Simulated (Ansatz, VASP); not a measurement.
## SbP: VASP beside Ansatz

Aim: how closely do two programs agree when they are given the same cell, functional and k mesh? The cell is generated by rule, not measured, and may not be a known phase. The cell is taken from a series of runs on this material, whose earlier steps may have relaxed, scaled, displaced or heated it; both programs get it as it stands.

Method: plane waves, with VASP 6.6.1 beside it; zone-centre phonons at PBEsol, in Ansatz 0.2.0.

The structure was built from a prototype and need not be the compound's stable phase.

### 1. Starting point

It takes space group P4/nmm (No. 129, tetragonal). Conventional cell: a = 4.895 Å, b = 4.895 Å, c = 3.588 Å, α = 90.00°, β = 90.00°, γ = 90.00°. Nearest to Sb lie 4 P at 2.74 Å. P has 4 Sb at 2.74 Å nearest. Farther neighbours are not listed.

### 2. Ansatz: zone-centre phonons, PBEsol

Ansatz runs on its default PAW (the set named soft_2) files.

Second derivatives magnify differences that forces hide, and they need a tight electronic threshold.

input.yaml reads:

```yaml
crystal:
  lattice:
    - [4.8950187481, 0.0, 0.0]
    - [0.0, 4.8950187481, 0.0]
    - [0.0, 0.0, 3.5876468889]
  atoms:
    - { symbol: Sb, position: [0.5, 0.5, 0.0] }
    - { symbol: Sb, position: [0.0, 0.0, 0.0] }
    - { symbol: P, position: [0.0, 0.5, 0.3457691158] }
    - { symbol: P, position: [0.5, 0.0, 0.6542308842] }
kpoints:
  mp_grid: { grid: [8, 8, 10] }
hamiltonian:
  xc: pbesol
scf:
  occupations: { method: methfessel_paxton, width: 0.15 }
output:
  eigenvalues: true
phonons:
  method: dfpt
```

The run is started by

```sh
$ ansatz run input.yaml --threads 4 --pin off --max-ram 7168MiB --backend cpu --events-out ev --progress --plain --runs-dir out
```

Numbers of over 12 decimals in the logs are rounded to 6 here.

Output:

```text
zone centre: on kpoints.mp_grid the ground state, and the responses unless they are solved on pairs of k-points, stand on 150 of the mesh's 640 k-points, reduced under 4 symmetry operations, with k and −k counted as one. Each operation leaves every solved displacement unchanged or reverses it
Engine: ansatz 0.2.0, aarch64-unknown-linux-gnu
Pseudopotentials: kind: paw
Pseudopotential: Sb, paw, valence charge 15, recommended cutoff 420 eV (normal), Sb.paw.azcp
Pseudopotential: P, paw, valence charge 5, recommended cutoff 420 eV (normal), P.paw.azcp
Functional definition: PBEsol
  exchange = pbesol_x
  correlation = pbesol_c
Crystal: 4 atoms, lattice volume = 85.964 Å³
Basis set: ecut = 420 eV, 1711 PW (Γ), exchange–correlation on 72×72×48 points (8 copies of the dense FFT grid, shifted against one another)
Bands: 24, of which v1, the nominal top of the filled ones, is band 20 counted from 1 (19 counted from 0)
Symmetry: 16 space group operations
k-points: 150 of 640 (irreducible under 4 space group operations, time reversal used)
Non-local potential: Sb, projectors of the file, l = 0: 2, l = 1: 2, l = 2: 2, l = 3: 2
Non-local potential: P, projectors of the file, l = 0: 2, l = 1: 2, l = 2: 2
PAW form: soft (Blöchl's): semilocal exchange-correlation on the pseudo side does not see the compensation charge
PAW frozen core: Sb, regenerated for the run's functional, and the local potential with it (the file was generated under x = pbe(κ = 0.804, μ = 0.219515), c = pbe(β = 0.066725))
PAW frozen core: P, regenerated for the run's functional, and the local potential with it (the file was generated under x = pbe(κ = 0.804, μ = 0.219515), c = pbe(β = 0.066725))
PAW one-centre angular grid: Sb, 590 points (default); XC on 64 Gauss nodes
PAW one-centre angular grid: P, 110 points (default); XC on 64 Gauss nodes
Initial density: superposition of atomic densities (neutral atoms: chi_scale 0, normalization atom), corrected by the library's trained network
Initial wavefunctions: pseudopotential atomic-orbital guess
Functional: x = pbesol(κ = 0.804, μ = 0.123457), c = pbesol(β = 0.046)
SCF iter   1: F=—  HF=-14294.891476 eV  |F-HF|=—  |Δ(HF+E_count)|=         —  Δρ=5.67e-3  dr2=5.20e-2  ethr=1.77e-3  ⟨swp⟩=8.0  Hψ=40289  notcnv=0
automatic band count: the SCF goes on with 28 bands, as 24 were too few: they end inside the smearing window of the response
preconditioner: auto → Kerker (q_TF=auto, 2.402 Å⁻¹)  [metal: Δε(μ)=0.009 eV  Ē_g=9.381 eV  σ=0.150 eV  W_gap=0.05  n_scr=18 (ndim 8)  ℏωp=17.9 eV  f_vac=0.000  D(μ)=2.74/eV (n_scr^D=18)]
SCF iter   2: F=—  HF=-14294.878472 eV  |F-HF|=—  |Δ(HF+E_count)|=   1.30e-2  S|Δr|=    0.00e0  Δρ=3.04e-3  dr2=1.25e-2  ethr=1.30e-4  ⟨swp⟩=1.6  Hψ=5574  notcnv=0
SCF iter   3: F=—  HF=-14294.875161 eV  |F-HF|=—  |Δ(HF+E_count)|=   3.31e-3  S|Δr|=    0.00e0  Δρ=6.01e-4  dr2=2.28e-4  ethr=3.13e-5  ⟨swp⟩=2.9  Hψ=7008  notcnv=0
SCF iter   4: F=—  HF=-14294.875066 eV  |F-HF|=—  |Δ(HF+E_count)|=   9.45e-5  S|Δr|=    0.00e0  Δρ=2.49e-4  dr2=4.01e-5  ethr=5.71e-7  ⟨swp⟩=2.0  Hψ=6853  notcnv=0
SCF iter   5: F=—  HF=-14294.875063 eV  |F-HF|=—  |Δ(HF+E_count)|=   2.98e-6  S|Δr|=    0.00e0  Δρ=4.42e-5  dr2=1.37e-6  ethr=1.00e-7  ⟨swp⟩=2.7  Hψ=7293  notcnv=0
SCF iter   6: F=—  HF=-14294.875063 eV  |F-HF|=—  |Δ(HF+E_count)|=   4.34e-7  S|Δr|=    0.00e0  Δρ=7.42e-6  dr2=5.24e-8  ethr=3.43e-9  ⟨swp⟩=2.0  Hψ=6787  notcnv=0
SCF iter   7: F=—  HF=-14294.875063 eV  |F-HF|=—  |Δ(HF+E_count)|=   3.19e-9  S|Δr|=    0.00e0  Δρ=1.56e-6  dr2=2.23e-9  ethr=1.31e-10  ⟨swp⟩=2.8  Hψ=6451  notcnv=0
SCF iter   8: F=—  HF=-14294.875063 eV  |F-HF|=—  |Δ(HF+E_count)|=  1.89e-10  S|Δr|=    0.00e0  Δρ=2.85e-7  dr2=7.76e-11  ethr=5.57e-12  ⟨swp⟩=2.3  Hψ=5429  notcnv=0
SCF iter   9: F=-14294.875063 eV  HF=-14294.875063 eV  |F-HF|=3.64e-12  |Δ(HF+E_count)|=  1.09e-11  S|Δr|=    0.00e0  Δρ=5.86e-8  dr2=2.74e-12  ethr=1.00e-12  ⟨swp⟩=12.6  Hψ=24127  notcnv=0
SCF 1 converged in 9 iterations: F = -14294.875063 eV  dr2 = 2.74e-12
  greatest PAW one-centre occupation: 0.997 electrons in one spin orbital (limit 2), on the Sb atom at site 1 (counted from 0), in its partial waves of l = 2
DFPT response loops at Γ: preconditioner auto → Kerker (q_TF=auto, 2.402 Å⁻¹) (partly filled bands, converged f_vac=0.000); β = 1.00, the filter's whole step (`scf.mixing.beta` (0.50) is not read by the response loops under this deck's `scf.mixing.preconditioner`; to damp them name `kerker` or `kerker_dos`, under which they read `scf.mixing.beta`, and type it under 1.00, their step now; both keys bind the ground state too); Broyden in place of MSR1
SCF converged after 9 iterations
Stability not checked: this state was not tested for a lower state beside it, because cold or Methfessel-Paxton smearing, or corrected tetrahedra, fill the levels in a way that the test cannot read (fill_not_monotonic; see scf.lower_state_search)
Free energy (F): -14294.875063 eV
Harris-Foulkes:  -14294.875063 eV  (|F-HF|=3.64e-12)
Internal energy: -14294.872750 eV  (E = F + TS)
E sigma→0 (E₀):  -14294.874485 eV
Entropy (-TS):   -0.002313 eV (-0.578 meV/atom)
Fermi energy:    10.815063 eV
--- Per-component energies (eV) ---
  E_band       = -272.835490
  E_kinetic    = 552.674520
  E_local      = -3217.990153  (includes V_loc(G=0)·N_el)
  E_nonlocal   = 796.014311
  E_hartree    = 1456.017978
  E_xc         = -396.702988
  E_vxc        = -314.282716  (∫ρ·V_xc dr)
  E_paw        = -10106.401382  (= ΣΔE_a)
  E_vpaw       = -1001.287425  (= ΣTr[D̂ρ^β])
  E_aug_tail   = 0.000003  (compensation charges beyond the density's cutoff)
  E_ewald      = -3379.240945
  E_core_change = 0.755906  (= ΣΔE_core)
  E_smearing   = -0.002313  (= −TS)
  E_closure    = 0.000000  (closes the sum)
  Σ components = -14294.875063   (vs F -14294.875063, Δ=0.00e0)
--- Band table (eV; the first three rows and the last of 150) ---
  k-point 0: bands = [... 16 lower, 8.1712, 8.1712, 9.3755, 10.1985, 12.7463, 13.2790, 13.8950, 15.0939, ... 4 higher]
  k-point 1: bands = [... 16 lower, 8.2187, 8.2187, 8.9212, 10.2861, 12.4976, 13.0426, 13.9973, 14.1673, ... 4 higher]
  k-point 2: bands = [... 16 lower, 8.3123, 8.3123, 8.3830, 9.9742, 11.0014, 12.8919, 12.8919, 13.5251, ... 4 higher]
  k-point 149: bands = [... 16 lower, 5.1880, 5.1880, 12.0894, 12.0894, 13.3970, 13.3970, 14.1157, 14.1157, ... 4 higher]
--- Phonons (Γ-DFPT): 4 representative perturbations + reference, on 150 of 640 k-points (Σ response iterations 12) ---
  k mesh reduced under 4 symmetry operations, with k and −k counted as one. Each operation leaves every solved displacement unchanged or reverses it
  ASR residual: 5.724e-5 → 0.000e0 eV/Å²; symmetrization residual: 1.335e-5 eV/Å²
  ASR residual per site (eV/Å²): 5.72e-5 5.72e-5 2.97e-5 2.97e-5
  Γ frequencies (cm⁻¹): 0.00 0.00 0.00 20.05 95.85 95.85 135.12 135.12 152.06 152.06 163.96 165.78
  non-analytic LO–TO correction: not included (Born effective charges unavailable; polar crystals: no LO–TO splitting at Γ)
```

[end of part 1 of 2]

[Lines on the potential files, build, host, timing and source positions are cut from VASP's logs without a mark.]

[Logs are printed without paths, hosts, clocks, repeated set-up lines and the standing remarks that a program may print on its own settings, such as how far it seeks lower states.]

[Hosts, paths, dates, database ids (printed as entryN), source tags and the programs' standing remarks are cut or masked in the printed files.]
